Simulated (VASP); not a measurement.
# KMgF3 with MS2: from relaxation to properties, part 2 of 5

Aim: relax KMgF3, then compute properties on the relaxed cell. Left out of this account: 1 further run (core levels: core levels are not valid at this level). The start is a cell from a database of measured crystal structures.

VASP 6.6.1; MS2; plane waves and PAW (K_sv, Mg, F).

So far, gap on the k-mesh (eV): step 2 (full relaxation (MS2)) 7.83.

## Step 3: Single point with fields (MS2)

A single point on the relaxed cell gives a clean self-consistent state, with density, ELF and potential written out.

Contents of INCAR:

```
SYSTEM = KMgF3
PREC = Accurate
ENCUT = 520
EDIFF = 1E-06
NELM = 100
ISMEAR = 0
SIGMA = 0.05
LREAL = .FALSE.
ALGO = Normal
METAGGA = MS2
LASPH = .TRUE.
NBANDS = 22
LORBIT = 11
LWAVE = .FALSE.
LCHARG = .TRUE.
ISIF = 2
LELF = .TRUE.
LVHAR = .TRUE.
```

Contents of POSCAR:

```
KMgF3
1.0
    3.9831373406      0.0000000000      0.0000000000
    0.0000000000      3.9831373406      0.0000000000
    0.0000000000      0.0000000000      3.9831373406
K Mg F
1 1 3
Direct
    0.5000000000      0.5000000000      0.5000000000
    0.0000000000      0.0000000000      0.0000000000
    0.0000000000      0.0000000000      0.5000000000
    0.0000000000      0.5000000000      0.0000000000
    0.5000000000      0.0000000000      0.0000000000
```

Contents of KPOINTS:

```
Automatic mesh
0
Gamma
6 6 6
0 0 0
```

Potentials, in the order of the species: K_sv, Mg and F (PBE family, release 64).

Command:

```console
> mpirun -np 2 vasp_std
```

Log:

```text
[banner, memory and clock lines left out]
running    2 mpi-ranks, on    1 nodes
 distrk:  each k-point on    2 cores,    1 groups
 distr:  one band on    1 cores,    2 groups

 POSCAR found type information on POSCAR K MgF
 POSCAR found :  3 types and       5 ions
 [... a notice as in an earlier step ...]

 LDA part: xc-table for (None), standard interpolation
 POSCAR, INCAR and KPOINTS ok, starting setup
 FFT: planning ... GRIDC
 FFT: planning ... GRID_SOFT
 FFT: planning ... GRID
 WAVECAR not read
 entering main loop
       N       E                     dE             d eps       ncg     rms          rms(c)
DAV:   1     0.192675635488E+03    0.19268E+03   -0.17027E+04   896   0.135E+03
DAV:   2    -0.414173612099E+02   -0.23409E+03   -0.22466E+03  1144   0.358E+02
DAV:   3    -0.534538501382E+02   -0.12036E+02   -0.11871E+02  1344   0.712E+01
DAV:   4    -0.540246014707E+02   -0.57075E+00   -0.56473E+00  1242   0.943E+00
DAV:   5    -0.540281625044E+02   -0.35610E-02   -0.35605E-02  1068   0.711E-01    0.909E+00
DAV:   6    -0.410518795022E+02    0.12976E+02   -0.18328E+01  1150   0.296E+01    0.387E+00
DAV:   7    -0.409854565224E+02    0.66423E-01   -0.13574E+00  1054   0.108E+01    0.258E+00
DAV:   8    -0.410730097775E+02   -0.87553E-01   -0.11558E-01  1066   0.296E+00    0.115E+00
DAV:   9    -0.411163712030E+02   -0.43361E-01   -0.99687E-02  1354   0.287E+00    0.580E-01
DAV:  10    -0.411144587838E+02    0.19124E-02   -0.97844E-03  1010   0.765E-01    0.290E-01
DAV:  11    -0.411157803878E+02   -0.13216E-02   -0.94045E-03  1418   0.938E-01    0.163E-01
DAV:  12    -0.411159356346E+02   -0.15525E-03   -0.23379E-03  1450   0.409E-01    0.381E-02
DAV:  13    -0.411159046566E+02    0.30978E-04   -0.55668E-04  1378   0.168E-01    0.640E-02
DAV:  14    -0.411158849260E+02    0.19731E-04   -0.66733E-05  1006   0.675E-02    0.374E-02
DAV:  15    -0.411158888708E+02   -0.39448E-05   -0.10271E-05  1268   0.275E-02    0.156E-02
DAV:  16    -0.411158908002E+02   -0.19294E-05   -0.36033E-06  1014   0.179E-02    0.592E-03
DAV:  17    -0.411158911668E+02   -0.36658E-06   -0.17746E-07   506   0.360E-03
   1 F= -.41115891E+02 E0= -.41115891E+02  d E =-.192755E-14
```

Elapsed: 28 s, on 2 MPI ranks of AMD EPYC 9R45, shared host; peak memory 0.26 GiB; 55 s of CPU time.

From OUTCAR (step 3):

```text
  LATTYP: Found a simple cubic cell.
 ALAT       =     3.9831373406

The static configuration has the point symmetry O_h .

 Found     20 irreducible k-points:

   NELECT =      32.0000    total number of electrons

 E-fermi :  -1.6808

 k-point     1 :       0.0000    0.0000    0.0000
  band No.  band energies     occupation
    ...
     12      -2.5664      2.00000
     13      -2.5664      2.00000
     14      -2.2643      2.00000
     15      -2.2643      2.00000
     16      -2.2643      2.00000
     17       5.8954      0.00000
     18       8.7580      0.00000
     19       8.7580      0.00000
     20      11.1361      0.00000
     21      11.1361      0.00000
    ...

 k-point     2 :       0.1667    0.0000    0.0000
  band No.  band energies     occupation
    ...
     12      -2.6214      2.00000
     13      -2.6214      2.00000
     14      -2.5184      2.00000
     15      -2.3172      2.00000
     16      -2.3172      2.00000
     17       6.3852      0.00000
     18       9.0152      0.00000
     19       9.0580      0.00000
     20      11.2834      0.00000
     21      11.2910      0.00000
    ...

  Total       -0.0086590     -0.0086590     -0.0086590      0.0000000      0.0000000     -0.0000000
  in kB       -0.2195335     -0.2195335     -0.2195335      0.0000000      0.0000000     -0.0000000
  external PRESSURE =      -0.2195335 kB  Pullay stress =       0.0000000 kB

  energy-cutoff  :      520.00
  volume of cell :       63.19
      direct lattice vectors                 reciprocal lattice vectors
     3.983137341  0.000000000  0.000000000     0.251058378  0.000000000  0.000000000
     0.000000000  3.983137341  0.000000000     0.000000000  0.251058378  0.000000000
     0.000000000  0.000000000  3.983137341     0.000000000  0.000000000  0.251058378

 POSITION                                       TOTAL-FORCE (eV/Angst)
 -----------------------------------------------------------------------------------
      1.99157      1.99157      1.99157         0.000000      0.000000      0.000000
      0.00000      0.00000      0.00000         0.000000      0.000000      0.000000
      0.00000      0.00000      1.99157         0.000000      0.000000      0.000000
      0.00000      1.99157      0.00000         0.000000      0.000000      0.000000
      1.99157      0.00000      0.00000         0.000000      0.000000      0.000000
 -----------------------------------------------------------------------------------
    total drift:                                0.000000     -0.000000      0.000000

  FREE ENERGIE OF THE ION-ELECTRON SYSTEM (eV)
  ---------------------------------------------------
  free  energy   TOTEN  =       -41.1158911668 eV

  energy  without entropy=      -41.1158911668  energy(sigma->0) =      -41.11589117

 total charge
# of ion       s       p       d       tot
------------------------------------------
    1        1.964   5.608   0.024   7.596
    2        0.127   0.159   0.074   0.359
    3        1.756   4.434   0.000   6.189
    4        1.756   4.434   0.000   6.189
    5        1.756   4.434   0.000   6.189
--------------------------------------------------
tot          7.358  19.068   0.098  26.523

[... 6 parts as in an earlier step ...]

[... 5 further parts left out ...]
```

This step gave:

- SCF cycles: 17
- Fermi energy: -1.681 eV
- pressure: -0.02195 GPa

Valence electrons inside each PAW sphere by angular momentum. Sphere charges, by row:

```
atom  s (e)  p (e)  d (e)  tot (e)
  K1  1.964  5.608  0.024    7.596
 Mg2  0.127  0.159  0.074    0.359
  F3  1.756  4.434      0    6.189
  F4  1.756  4.434      0    6.189
  F5  1.756  4.434      0    6.189
```

ELF in the ac plane at fractional y = 0.000, with atoms of Mg and F within 0.2 Å of it. It is the smooth field of the valence electrons, not physical close to the nuclei.

Ten even steps from '_' (0.00) to '@' (0.81), each cell a mean:
```
______==%%@@@@%%@@@@##--____
______::**@@@@@@@@%%++..____
==--..__::**%%%%##++..__..--
%%##==..__..--==--..__..++##
@@@@##--______..____..++%%@@
%%@@@@**::__________--##@@@@
**%%@@##--________..==%%@@%%
%%@@@@##::__________--%%@@@@
@@@@%%==..__________..**@@@@
@@%%++..__..::--::____::**%%
++==..__..==####**--..__::==
..____..++%%@@@@@@##==..____
______==%%@@@@%%@@@@##--____
____..++@@@@%%**%%@@%%==____
```
Columns run along a (4.0 Å), rows up along c (4.0 Å). Atoms in or near the plane, at fractional coordinates: Mg at (0.00, 0.00), F at (0.00, 0.50), F at (0.50, 0.00).

Electrostatic potential energy in the ac plane at fractional y = 0.000, with atoms of Mg and F within 0.2 Å of it. With pseudopotentials it is smooth inside the atoms' cores, unlike the true potential.

Ten even steps from '0' (-51 eV) to '9' (7 eV), each cell a mean:
```
55688610278765
56789864699866
77899999999987
88999999999998
68999999999997
03899999999962
00799999999940
02799999999961
46999999999986
89999999999998
78899999999988
66789977899876
55689620388765
45678400068755
```
Columns run along a (4.0 Å; values clipped at the 3rd and 97th percentile), rows up along c (4.0 Å). Atoms in or near the plane, at fractional coordinates: Mg at (0.00, 0.00), F at (0.00, 0.50), F at (0.50, 0.00).

Valence density in the ac plane at fractional y = 0.000, with atoms of Mg and F within 0.2 Å of it. It is the smooth field of the valence electrons, not physical close to the nuclei.

Values in e/Å³, 14 rows by 14 columns, each cell a mean:
```
 0  0  0  0  1  3  7  9  6  2  0  0  0  0
 0  0  0  0  0  1  3  3  2  1  0  0  0  0
 0  0  0  0  0  0  1  1  1  0  0  0  0  0
 1  0  0  0  0  0  0  0  0  0  0  0  0  0
 2  1  1  0  0  0  0  0  0  0  0  0  1  2
 8  5  1  0  0  0  0  0  0  0  0  1  2  6
12  8  2  0  0  0  0  0  0  0  0  1  3  9
 9  6  2  0  0  0  0  0  0  0  0  1  3  7
 4  2  1  0  0  0  0  0  0  0  0  0  1  3
 1  1  0  0  0  0  0  0  0  0  0  0  0  1
 0  0  0  0  0  0  0  0  0  0  0  0  0  0
 0  0  0  0  0  1  2  2  1  1  0  0  0  0
 0  0  0  0  1  2  6  8  5  1  0  0  0  0
 0  0  0  0  1  4  9 12  8  2  1  0  0  0
```
Columns run along a (4.0 Å), rows up along c (4.0 Å). Atoms in or near the plane, at fractional coordinates: Mg at (0.00, 0.00), F at (0.00, 0.50), F at (0.50, 0.00).

In this run the pressure is -0.02 GPa, small enough to go on.

## Step 4: Bands along the symmetry lines (MS2)

Levels along the symmetry lines show where the bands peak and cross; KPOINTS_OPT computes them in the converged potential.

Contents of INCAR:

```
SYSTEM = KMgF3
PREC = Accurate
ENCUT = 520
EDIFF = 1E-06
NELM = 100
ISMEAR = 0
SIGMA = 0.05
LREAL = .FALSE.
ALGO = Normal
METAGGA = MS2
LASPH = .TRUE.
NBANDS = 31
LORBIT = 11
LWAVE = .FALSE.
LCHARG = .FALSE.
KPAR = 2
```

POSCAR is that of step 3.

KPOINTS is that of step 3.

Contents of KPOINTS_OPT:

```
Line mode
16
Line-mode
Reciprocal
  0.00000000   0.00000000   0.00000000 GAMMA
  0.00000000   0.50000000   0.00000000 X

  0.00000000   0.50000000   0.00000000 X
  0.50000000   0.50000000   0.00000000 M

  0.50000000   0.50000000   0.00000000 M
  0.00000000   0.00000000   0.00000000 GAMMA

  0.00000000   0.00000000   0.00000000 GAMMA
  0.50000000   0.50000000   0.50000000 R

  0.50000000   0.50000000   0.50000000 R
  0.00000000   0.50000000   0.00000000 X

  0.50000000   0.50000000   0.00000000 M
  0.50000000   0.50000000   0.50000000 R
```

Command:

```console
> mpirun -np 2 vasp_std
```

Log:

```text
[banner, memory and clock lines left out]
running    2 mpi-ranks, on    1 nodes
 distrk:  each k-point on    1 cores,    2 groups
 distr:  one band on    1 cores,    1 groups

 POSCAR found type information on POSCAR K MgF
 POSCAR found :  3 types and       5 ions
 [... a notice as in an earlier step ...]

 LDA part: xc-table for (None), standard interpolation
 POSCAR, INCAR and KPOINTS ok, starting setup
 FFT: planning ... GRIDC
 FFT: planning ... GRID_SOFT
 FFT: planning ... GRID
 WAVECAR not read
 entering main loop
       N       E                     dE             d eps       ncg     rms          rms(c)
DAV:   1     0.169701475967E+03    0.16970E+03   -0.16171E+04  1344   0.952E+02
DAV:   2    -0.427938370068E+02   -0.21250E+03   -0.20337E+03  1474   0.285E+02
DAV:   3    -0.537875296552E+02   -0.10994E+02   -0.10715E+02  2098   0.518E+01
DAV:   4    -0.540254260471E+02   -0.23790E+00   -0.23732E+00  1391   0.561E+00
DAV:   5    -0.540281783157E+02   -0.27523E-02   -0.27518E-02  1565   0.591E-01    0.908E+00
DAV:   6    -0.409918712779E+02    0.13036E+02   -0.15183E+01  1705   0.210E+01    0.379E+00
DAV:   7    -0.409870055777E+02    0.48657E-02   -0.16145E+00  1433   0.858E+00    0.267E+00
DAV:   8    -0.410737457102E+02   -0.86740E-01   -0.82818E-02  1621   0.218E+00    0.122E+00
DAV:   9    -0.411183631573E+02   -0.44617E-01   -0.95936E-02  1573   0.223E+00    0.661E-01
DAV:  10    -0.411143382218E+02    0.40249E-02   -0.73706E-03  1454   0.586E-01    0.329E-01
DAV:  11    -0.411158097685E+02   -0.14715E-02   -0.11109E-02  1771   0.700E-01    0.164E-01
DAV:  12    -0.411159279542E+02   -0.11819E-03   -0.23942E-03  1968   0.296E-01    0.386E-02
DAV:  13    -0.411159031194E+02    0.24835E-04   -0.64634E-04  1891   0.132E-01    0.776E-02
DAV:  14    -0.411158848155E+02    0.18304E-04   -0.33698E-05  1427   0.475E-02    0.415E-02
DAV:  15    -0.411158888542E+02   -0.40386E-05   -0.13491E-05  1554   0.255E-02    0.173E-02
DAV:  16    -0.411158908279E+02   -0.19737E-05   -0.47043E-06  1565   0.146E-02    0.689E-03
DAV:  17    -0.411158913531E+02   -0.52525E-06   -0.25940E-07  1025   0.374E-03
   1 F= -.41115891E+02 E0= -.41115891E+02  d E =-.866285E-11
 Start KPOINTS_OPT (optional k-point list driver)
k-point batch [1-20\96]
       N       E                     dE             ncg
DAV:   1    -0.185416637492E+04   -0.11123E+05     1320
DAV:   2    -0.623819399320E+04   -0.43840E+04     1477
DAV:   3    -0.643045735537E+04   -0.19226E+03     1810
DAV:   4    -0.643754668709E+04   -0.70893E+01     1681
DAV:   5    -0.643760030171E+04   -0.53615E-01     1667
DAV:   6    -0.643760103241E+04   -0.73069E-03     1685
DAV:   7    -0.643760103891E+04   -0.65057E-05     1509
DAV:   8    -0.643760103899E+04   -0.76829E-07      937
[...]
k-point batch [81-96\96]
       N       E                     dE             ncg
DAV:   1     0.193066269218E+04   -0.19708E+05     1016
DAV:   2    -0.157455243276E+04   -0.35052E+04     1228
DAV:   3    -0.173188613265E+04   -0.15733E+03     1416
DAV:   4    -0.173633188069E+04   -0.44457E+01     1368
DAV:   5    -0.173637457233E+04   -0.42692E-01     1212
DAV:   6    -0.173637522763E+04   -0.65529E-03     1343
DAV:   7    -0.173637523143E+04   -0.38067E-05     1061
DAV:   8    -0.173637523147E+04   -0.37000E-07      840
```

The job ended after 97 s (2 MPI ranks; peak memory 0.35 GiB; 3.2 min of CPU time).

Parts of OUTCAR (step 4):

```text
The static configuration has the point symmetry O_h .

 Found     20 irreducible k-points:

   k-points           NKPTS =     20   k-points in BZ     NKDIM =     20   number of bands    NBANDS=     31

   NELECT =      32.0000    total number of electrons

 E-fermi :  -1.7248

 k-point     1 :       0.0000    0.0000    0.0000
  band No.  band energies     occupation
    ...
     12      -2.5664      2.00000
     13      -2.5664      2.00000
     14      -2.2644      2.00000
     15      -2.2644      2.00000
     16      -2.2644      2.00000
     17       5.8954      0.00000
     18       8.7581      0.00000
     19       8.7581      0.00000
     20      11.1362      0.00000
     21      11.1362      0.00000
    ...

 k-point     2 :       0.1667    0.0000    0.0000
  band No.  band energies     occupation
    ...
     12      -2.6214      2.00000
     13      -2.6214      2.00000
     14      -2.5184      2.00000
     15      -2.3173      2.00000
     16      -2.3173      2.00000
     17       6.3852      0.00000
     18       9.0153      0.00000
     19       9.0581      0.00000
     20      11.2836      0.00000
     21      11.2911      0.00000
    ...

  Total       -0.0083611     -0.0083611     -0.0083611      0.0000000     -0.0000000      0.0000000
  in kB       -0.2119814     -0.2119814     -0.2119814      0.0000000     -0.0000000      0.0000000
  external PRESSURE =      -0.2119814 kB  Pullay stress =       0.0000000 kB

  FREE ENERGIE OF THE ION-ELECTRON SYSTEM (eV)
  ---------------------------------------------------
  free  energy   TOTEN  =       -41.1158913531 eV

  energy  without entropy=      -41.1158913531  energy(sigma->0) =      -41.11589135

[... 9 parts as in an earlier step ...]

[... 5 further parts left out ...]
```

Numbers from this step:

```
bands                             : 31
Fermi energy                      : -1.725 eV
pressure                          : -0.02120 GPa
least gap on mesh and path        : 7.834 eV
least direct gap on mesh and path : 8.160 eV
```

Electronic bands along the path, in eV, zero at the valence-band top; v1 is the highest filled band, c1 the lowest empty one:

```csv
point,v4,v3,v2,v1,c1,c2,c3,c4
Γ,-0.63,-0.33,-0.33,-0.33,7.83,10.70,10.70,13.08
0.47 of the way,-0.73,-0.73,-0.42,-0.42,8.75,11.17,11.22,13.35
X,-0.86,-0.86,-0.53,-0.53,10.74,11.01,11.80,13.71
0.53 of the way,-0.96,-0.77,-0.67,-0.24,11.38,11.53,12.47,13.37
M,-1.03,-0.90,-0.90,-0.02,11.65,12.42,13.23,13.23
0.47 of the way,-0.86,-0.62,-0.61,-0.30,9.89,11.73,12.07,13.27
Γ,-0.63,-0.33,-0.33,-0.33,7.83,10.70,10.70,13.08
0.47 of the way,-1.16,-0.36,-0.36,-0.36,10.03,12.01,12.01,13.24
R,-1.13,0.00,0.00,0.00,11.13,11.13,11.13,14.90
0.47 of the way,-1.13,-0.35,-0.34,-0.19,11.35,11.70,12.27,13.10
X,-0.86,-0.86,-0.53,-0.53,10.74,11.01,11.80,13.71
jump to M,-1.03,-0.90,-0.90,-0.02,11.65,12.42,13.23,13.23
0.53 of the way,-1.13,-0.28,-0.28,-0.01,11.36,11.74,11.74,13.32
R,-1.13,0.00,0.00,0.00,11.13,11.13,11.13,14.90
```

Of the projections kept (K, Mg, F), the largest for each band there; the rest of the weight can lie on other orbitals:

```
point      v4      v3      v2      v1      c1      c2      c3      c4
    Γ  F 1.00  F 0.98  F 0.98  F 0.98  F 0.40  K 0.95  K 0.95  K 0.95
    X  F 0.98  F 0.98  F 0.99  F 0.99  K 0.48  F 0.44  K 0.82  K 0.79
    M  F 0.99  F 0.96  F 0.96  F 1.00  K 0.54  K 0.67  F 0.51  F 0.51
    Γ  F 1.00  F 0.98  F 0.98  F 0.98  F 0.40  K 0.95  K 0.95  K 0.95
    R  F 0.97  F 1.00  F 1.00  F 1.00  K 0.73  K 0.73  K 0.73  K 1.00
    X  F 0.98  F 0.98  F 0.99  F 0.99  K 0.48  F 0.44  K 0.82  K 0.79
```

The path finds the gap of the mesh within 0.02 eV, so the mesh comes close to both band edges.

(Part 2 of 5 ends here.)

[Lines on the potential files, build, host, timing and source positions are cut from VASP's logs without a mark.]

[Logs are printed without paths, hosts, clocks, repeated set-up lines and the standing remarks that a program may print on its own settings, such as how far it seeks lower states.]

[Hosts, paths, dates, database ids (printed as entryN), source tags and the programs' standing remarks are cut or masked in the printed files.]

[A measured line is paired with the nearest computed mode of its activity, which favours agreement.]
